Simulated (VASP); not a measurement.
Data:

```xyz
2
Lattice="1.8149 -3.1436 0.0000 1.8149 3.1436 0.0000 0.0000 0.0000 5.5908" Properties=species:S:1:pos:R:3 pbc="T T T"
Dy     1.8149     1.0479     1.3977
Dy     1.8149    -1.0479     4.1931
```

These are PBE GGA, VASP's PBE PAW potentials (set 64) (plane waves; VASP 6.6.1) values and carry that method's errors. Numerical set-up: 530 eV cut-off, 10×10×6 Γ-centred mesh, first-order Methfessel-Paxton smearing of 0.10 eV, potentials Dy_3.

The 4f electrons are frozen in the core of the lanthanide potential, so 4f levels, which can set the real gap, and their magnetism are missing. Finite-difference elastic constants of metals are sensitive to mesh and smearing; shear constants can be off by tens of GPa.

### Question
Give the elastic stiffness tensor with the ions relaxed (GPa, in the frame of the cell).

### Answer

```csv
,xx,yy,zz,yz,xz,xy
xx,77.2,21.9,25.1,0.0,0.0,0.0
yy,21.9,77.2,25.1,0.0,0.0,0.0
zz,25.1,25.1,82.8,0.0,0.0,0.0
yz,0.0,0.0,0.0,28.8,0.0,0.0
xz,0.0,0.0,0.0,0.0,28.8,0.0
xy,0.0,0.0,0.0,0.0,0.0,27.6
```

### Question
Predict the Hill bulk modulus, Hill shear modulus, Young's modulus, Poisson's ratio.

### Answer

```yaml
hill_bulk_modulus: 42.3 GPa
hill_shear_modulus: 28.0 GPa
Young's modulus: 68.9 GPa
Poisson's ratio: 0.229
```

The compound is Dy in the hcp structure. It was relaxed first.
